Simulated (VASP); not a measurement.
All values below come from PBEsol GGA, VASP's PBE PAW potentials (set 64) (plane waves; VASP).

The input files of a VASP run:

INCAR:
```
# general
SYSTEM  = Sr(210) slab
PREC    = Normal
ENCUT   = 400
LREAL   = F   # projection in real space or not
LASPH   = T

# electronic loop
EDIFF   = 1E-6   # SCF stop (eV)
NELM    = 100   # most electronic steps
NELMIN  = 4
ALGO    = Normal   # blocked Davidson
LMAXMIX = 4

# smearing
ISMEAR  = 1   # Methfessel-Paxton
SIGMA   = 0.1   # width (eV)

# functional
GGA     = PS   # PBEsol

# output
LWAVE   = F
LCHARG  = F
LORBIT  = 11
LVHAR   = T

# other
LDIPOL  = T
IDIPOL  = 3
DIPOL   = 0.5 0.5 0.5
```

**POSCAR**
```
Sr(210) slab
50.3190250
  0.1438858679   0.0000000000   0.0000000000
  0.0959239055   0.1072461865   0.0000000000
  0.0000000000   0.0000000000   0.5000000042
Sr
8
Cart
  0.1072650312   0.0479703782   0.1578417364
  0.1796174394   0.0803273575   0.1853570581
  0.0120902601   0.0054069285   0.2100507787
  0.0843909371   0.0377407728   0.2362587441
  0.1554188364   0.0695054137   0.2637412602
  0.2277195133   0.1018392580   0.2899492255
  0.0601923340   0.0269188290   0.3146429462
  0.1325447422   0.0592758082   0.3421582679
```

File KPOINTS:
```
Automatic mesh
0
Gamma
5 5 1
0 0 0
```

POTCAR, in this order: Sr_sv (PBE.64 set). Program: vasp_std. Read from the step before: WAVECAR.

Problem. Estimate the energy per atom (σ→0), band gap (on the k-mesh).

Solution. 
| Item | Result |
|---|---|
| energy per atom (σ→0) | -1.552 eV/atom |
| band gap (on the k-mesh) | none (metal, semimetal or under 0.01 eV) |

OSZICAR:
```
       N       E                     dE             d eps       ncg     rms          rms(c)
DAV:   1    -0.124226675513E+02   -0.12423E+02   -0.81460E-05  1248   0.301E-02    0.429E-02
DAV:   2    -0.124226553852E+02    0.12166E-04   -0.70440E-05  1008   0.226E-02    0.263E-02
DAV:   3    -0.124226534561E+02    0.19291E-05   -0.78403E-06   792   0.739E-03    0.907E-03
DAV:   4    -0.124226532594E+02    0.19673E-06   -0.11458E-06   728   0.305E-03
   1 F= -.12422653E+02 E0= -.12419100E+02  d E =-.106586E-01
```

The cell is a thin slab with vacuum, built from Sr (fcc): (210) face.
